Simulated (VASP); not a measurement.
These are PBEsol GGA, VASP's PBE PAW potentials (set 64) (plane waves; VASP) values and carry that method's errors.

The input files of a VASP run:

**KPOINTS**
```
Automatic mesh
0
Gamma
12 12 6
0 0 0
```

### POSCAR
```
Tl
1
    1.7237658481    -2.9856501367    -0.0000000000
    1.7237658481     2.9856501367     0.0000000000
   -0.0000000000     0.0000000000     5.4323782632
Tl
2
Direct
  0.3333330000   0.6666670000   0.2500000000
  0.6666670000   0.3333330000   0.7500000000
```

**INCAR**
```
SYSTEM = Tl
PREC = Accurate; ENCUT = 480; LREAL = .False.
LASPH = .True.
EDIFF = 1E-7; NELM = 100; ALGO = Normal
LMAXMIX = 4
ISMEAR = 1; SIGMA = 0.1
GGA = PS
IBRION = 2; NSW = 40; ISIF = 3
EDIFFG = -0.01; PSTRESS = 10
LWAVE = .False.; LCHARG = .False.
```

POTCAR, in this order: Tl_d (PBE.64 set). Program: vasp_std.

Q: What will the output report for the number of irreducible k-points (NKPTS), number of bands (NBANDS), largest plane-wave count, number of space-group operations, FFT grid (NGX, NGY, NGZ)?

A: 
* **number of irreducible k-points (NKPTS)**: 76
* **number of bands (NBANDS)**: 17
* **largest plane-wave count**: 1351
* **number of space-group operations**: 24
* **FFT grid (NGX, NGY, NGZ)**: 28 × 28 × 40

The compound is Tl in the hcp structure. It was relaxed first under an external pressure of 1 GPa.
